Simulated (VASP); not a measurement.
# Ta: single point with PBE

Sheet: Ta, a sheet with vacuum.

```
CELL_PARAMETERS angstrom
2.71898 0.00000 0.00000
0.00000 2.71898 0.00000
0.00000 0.00000 28.48664
ATOMIC_POSITIONS crystal
Ta 0.00000 0.50000 0.30264
Ta 0.50000 0.00000 0.22392
```

The cell was built by a generator and needn't be a form met in nature.

```
Program                : VASP 6.6.1
Task                   : single point
Functional             : PBE
Potentials or basis    : VASP PAW PBE potentials, release 64 (Ta_pv)
Cutoff                 : 520 eV
k mesh                 : 20 × 20 × 1
Occupations            : gaussian, width 0.1 eV
Spin                   : no spin polarisation
Dipole correction      : yes
Further INCAR settings : ALGO = Fast; EDIFF = 1e-06; NBANDS = 18
```

* Largest force: 0.011 eV/Å
* Band gap on the k mesh: none (metal or under the smearing width)
* Work function of the upper face: 4.61 eV
* Work function of the lower face: 4.61 eV

Forces in eV/Å, atoms in the order of the input:
```
Ta   0.000  0.000  0.011
Ta   0.000  0.000 -0.011
```

Levels at points of the mesh, in eV from the Fermi level:
| k point | band 8 | band 9 | band 10 | band 11 | band 12 | band 13 | band 14 | band 15 |
| --- | --- | --- | --- | --- | --- | --- | --- | --- |
| (0.00, 0.00, 0.00) | -5.16 | -3.22 | -1.87 | -0.96 | -0.06 | 0.90 | 2.40 | 2.40 |
| (0.50, 0.00, 0.00) | -3.83 | -1.39 | -1.39 | 0.27 | 0.27 | 2.03 | 2.03 | 3.40 |
| (0.50, 0.50, 0.00) | -4.16 | -2.49 | -2.49 | 1.59 | 1.59 | 3.04 | 3.04 | 6.29 |

Run time: 3.7 min on 1 thread of AMD EPYC 9R45 (Zen 5), with other jobs on the host, peak memory 0.38 GiB.

The run has no spin-orbit coupling, so splittings on Ta are missing.
